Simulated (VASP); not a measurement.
ZnO (wurtzite), at 1.04 of the tabulated volume:

```
CELL_PARAMETERS angstrom
      1.64638    -2.85162     0.00000
      1.64638     2.85162     0.00000
      0.00000     0.00000     5.27856
ATOMIC_POSITIONS crystal
  Zn 0.66667 0.33333 0.50000
  Zn 0.33333 0.66667 0.00000
  O  0.66667 0.33333 0.88200
  O  0.33333 0.66667 0.38200
```

The lowest empty band near Γ, direction c, from PBE with spin-orbit coupling in VASP (PAW); its two spin partners are averaged. The gap over the points computed is 0.71 eV, and the next band on that side lies 4.31 eV away at the edge.

Settings: 520 eV cut-off, 9×9×5 Γ-centred mesh, Gaussian smearing of 0.050 eV, potentials Zn O.

```
distance from the edge in k (1/Å)  distance in energy (meV)
---------------------------------  ------------------------
0.012                                                   4.0
0.018                                                   9.0
0.025                                                  17.3
0.035                                                  33.3
0.050                                                  65.6
0.070                                                 121.5
```

Q: Fit E(1 + αE) = ħ²k²/2m* (ħ²/2m0 = 3.810 eV Å²) and predict the row at 0.095 1/Å.

A: Least squares on the energies gives the electron mass m* = 0.135 m0 and α = 1.12 per eV, and so 206.4 meV. The run gave 206.7 meV, +0.3 meV from the fit.

Left out are points under 3 meV from the edge, since the levels carry 0.1 meV, and points farther than half the way to the next band.

The compound is ZnO in the wurtzite structure. The cell was not relaxed at this level.
